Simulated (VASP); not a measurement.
A run of VASP 6.6.1:

File INCAR:

```
SYSTEM = K2CuBr2F2
PREC     = Accurate       ! precision mode
ENCUT    = 520            ! plane-wave cutoff, eV
EDIFF    = 1E-6           ! SCF threshold, eV
ISMEAR   = 0              ! smearing method
SIGMA    = 0.1            ! smearing width, eV
LREAL    = .FALSE.        ! projectors in reciprocal space
LASPH    = .TRUE.         ! aspherical terms in the spheres
NELM     = 100            ! most SCF steps
ALGO     = Fast           ! electronic algorithm
ISIF     = 2              ! what is computed and relaxed
LWAVE    = .FALSE.        ! write WAVECAR
LCHARG   = .TRUE.         ! write CHGCAR
GGA      = PE             ! functional
LELF     = .TRUE.         ! ELF
LVHAR    = .TRUE.
```

KPOINTS

```
regular mesh
0
G
  5 5 4
  0 0 0
```

The input POSCAR:

```
K2CuBr2F2
1.0
    5.0293070000      0.0000000000      0.0000000000
    0.0000000000      5.0293070000      0.0000000000
    0.0000000000      0.0000000000      6.6348630000
Br Cu K F
2 1 2 2
Direct
    0.5000000000      0.0000000000      0.0000000000
    0.0000000000      0.5000000000      0.0000000000
    0.0000000000      0.0000000000      0.0000000000
    0.5000000000      0.0000000000      0.5000000000
    0.0000000000      0.5000000000      0.5000000000
    0.5000000000      0.5000000000      0.5000000000
    0.0000000000      0.0000000000      0.5000000000
```

Potentials or basis: VASP PAW PBE potentials, release 54 (Br, Cu, K_sv, F).

The run is started by

```console
$ cat potpaw_PBE.54/Br/POTCAR potpaw_PBE.54/Cu/POTCAR potpaw_PBE.54/K_sv/POTCAR potpaw_PBE.54/F/POTCAR > POTCAR
$ mpirun -np 1 vasp_std > vasp.out
```

Hardware: 1 thread of AMD EPYC 9R14 (Zen 4), with other jobs on the host.

**Question.** How long does it take, and how much memory?

**Answer.** It took 4.2 min on 1 thread of AMD EPYC 9R14 (Zen 4), on a shared host, peak memory 0.32 GiB. Counts: scf iterations 45, k points 18.
